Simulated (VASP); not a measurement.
Level of theory: revPBE GGA, VASP's PBE PAW potentials (set 64) (plane waves; VASP).

VASP ran on this input.

### KPOINTS
```
Automatic mesh
0
Gamma
9 9 1
0 0 0
```

INCAR:
```
# general
SYSTEM  = PtS2
PREC    = Accurate
ENCUT   = 150   # plane-wave cut-off (eV)
LREAL   = .False.   # projection in real space or not
LASPH   = .True.

# electronic loop
EDIFF   = 1E-6   # SCF stop (eV)
NELM    = 100   # most electronic steps
ALGO    = Normal   # blocked Davidson
LMAXMIX = 6

# smearing
ISMEAR  = -1
SIGMA   = 0.136   # width (eV)

# functional
GGA     = RE

# ions
ISIF    = 2

# output
LWAVE   = .False.
LCHARG  = .False.
```

File POSCAR:
```
PtS2
16.7926240
  0.2026773779   0.0000000000   0.0000000000
 -0.1013387187   0.1755237299   0.0000000000
  0.0000000000   0.0000000000   1.0000000000
Pt S
1 2
Cartesian
  0.0000000000   0.0000000000   0.5000000000
 -0.0000001212   0.1170158785   0.5831500000
  0.1013387804   0.0585078515   0.4168500000
```

POTCAR, in this order: Pt S (PBE.64 set). Program: vasp_std.

The resulting files:

**OSZICAR**
```
       N       E                     dE             d eps       ncg     rms          rms(c)
DAV:   1     0.774316564810E+02    0.77432E+02   -0.50866E+03   430   0.440E+02
DAV:   2    -0.109663842771E+02   -0.88398E+02   -0.85955E+02   507   0.144E+02
DAV:   3    -0.161186775850E+02   -0.51523E+01   -0.51318E+01   465   0.420E+01
DAV:   4    -0.161893980173E+02   -0.70720E-01   -0.70660E-01   465   0.507E+00
DAV:   5    -0.161908193163E+02   -0.14213E-02   -0.14213E-02   479   0.669E-01    0.382E+01
DAV:   6    -0.142056972881E+02    0.19851E+01   -0.10099E+01   388   0.286E+01    0.178E+01
DAV:   7    -0.140549150605E+02    0.15078E+00   -0.19408E+00   381   0.133E+01    0.866E+00
DAV:   8    -0.139768589390E+02    0.78056E-01   -0.22359E-01   430   0.449E+00    0.153E+00
DAV:   9    -0.139809966377E+02   -0.41377E-02   -0.40756E-02   423   0.180E+00    0.614E-01
DAV:  10    -0.139817377758E+02   -0.74114E-03   -0.79454E-03   409   0.746E-01    0.182E-01
DAV:  11    -0.139817649507E+02   -0.27175E-04   -0.34280E-04   444   0.175E-01    0.137E-01
DAV:  12    -0.139817980001E+02   -0.33049E-04   -0.24481E-05   486   0.326E-02    0.943E-02
DAV:  13    -0.139818269440E+02   -0.28944E-04   -0.28504E-05   479   0.489E-02    0.583E-03
DAV:  14    -0.139818349322E+02   -0.79882E-05   -0.27261E-06   472   0.115E-02    0.503E-03
DAV:  15    -0.139818407489E+02   -0.58167E-05   -0.10451E-06   355   0.703E-03    0.595E-03
DAV:  16    -0.139818421338E+02   -0.13850E-05   -0.20363E-07   362   0.324E-03    0.333E-03
DAV:  17    -0.139818422147E+02   -0.80853E-07   -0.89618E-08   313   0.251E-03
   1 F= -.13981842E+02 E0= -.13980213E+02  d E =-.325827E-02
```

### OUTCAR
```
------------------------ aborting loop because EDIFF is reached ----------------------------------------
  FORCE on cell =-STRESS in cart. coord.  units (eV):
  Direction    XX          YY          ZZ          XY          YZ          ZX
  --------------------------------------------------------------------------------------
  Total      -22.8059758    -22.8059685    -27.6286861      0.0000039      0.0000000      0.0000000
  in kB     -216.9014389   -216.9013695   -262.7689268      0.0000368      0.0000000      0.0000000
  external PRESSURE =    -232.1905784 kB  Pullay stress =       0.0000000 kB
  volume of cell :      168.46
      direct lattice vectors                 reciprocal lattice vectors
     3.403485000  0.000000000  0.000000000     0.293816485  0.169635104  0.000000000
    -1.701743000  2.947504000  0.000000000     0.000000000  0.339270108  0.000000000
     0.000000000  0.000000000 16.792624000     0.000000000  0.000000000  0.059549955
 POSITION                                       TOTAL-FORCE (eV/Angst)
 -----------------------------------------------------------------------------------
      0.00000      0.00000      8.39631         0.000000      0.000000      0.000000
     -0.00000      1.96500      9.79262         0.000000     -0.000000     -1.113596
      1.70174      0.98250      7.00001        -0.000000      0.000000      1.113596
 -----------------------------------------------------------------------------------
    total drift:                                0.000000      0.000000      0.000000
  FREE ENERGIE OF THE ION-ELECTRON SYSTEM (eV)
  ---------------------------------------------------
  free  energy   TOTEN  =       -13.9818422147 eV

  energy  without entropy=      -13.9785839401  energy(sigma->0) =      -13.98021308
```
(Selected blocks of OUTCAR.)

At this cut-off the stress carries a Pulay error, which pulls relaxed volumes low. The cell holds a wide vacuum, so values per volume refer to the whole cell.

The cell is a sheet with vacuum, built from a generated structure.
